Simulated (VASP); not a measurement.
Consider the following.

```
Pd
1.0
    0.00000     1.96432     1.96432
    1.96432     0.00000     1.96432
    1.96432     1.96432     0.00000
Pd
1
Direct
  0.00000   0.00000   0.00000
```

Calculation: revPBE GGA, VASP's PBE PAW potentials (set 64) (plane waves; VASP). Settings: 520 eV cut-off, 16×16×16 Γ-centred mesh, first-order Methfessel-Paxton smearing of 0.10 eV, potentials Pd.

Problem. Give the stress tensor in GPa (positive for a compressed cell).

Solution. 
```
4.87  0.00  0.00
0.00  4.87  0.00
0.00  0.00  4.87
```
The pressure is its mean diagonal, 4.87 GPa.

The compound is Pd in the fcc structure. This cell is one point of a volume scan, at 0.97 of the reference volume.
